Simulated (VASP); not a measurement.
Given:

```
InP
1.0
    0.00000     2.94477     2.94477
    2.94477     0.00000     2.94477
    2.94477     2.94477     0.00000
In P
1 1
Direct
  0.00000   0.00000   0.00000
  0.25000   0.25000   0.25000
```

All values below come from PBE GGA with D4 dispersion, VASP's PBE PAW potentials (set 64) (plane waves; VASP). Run with 520 eV cut-off, Gaussian smearing of 0.050 eV, potentials In_d P.

Unless said otherwise, spin-orbit coupling is left out, though it shifts the bands of the heavy elements here.

Give the energies of bands 7 to 12 at the high-symmetry points, in eV from the valence-band maximum.

```tsv
band	Γ	X	U	L	W
7	0.00	-5.69	-5.54	-5.65	-5.54
8	0.00	-2.27	-3.23	-0.95	-2.89
9	0.00	-2.27	-1.90	-0.95	-2.85
10	0.63	1.79	2.37	1.47	4.29
11	4.09	2.27	4.36	4.81	4.32
12	4.09	9.13	7.47	4.81	5.54
```

The gap is direct, 0.63 eV, from the valence maximum at Γ to the conduction minimum at Γ.

Measured: gap 1.47 eV (computed value off by -0.84 eV), as given by Wei Chen et al., Physical Review Materials (2018), doi:10.1103/physrevmaterials.2.073803 [zero-point renormalisation of 0.05 eV added back (the table's ZPR column)].

The compound is InP in the zinc blende structure. It was relaxed first.
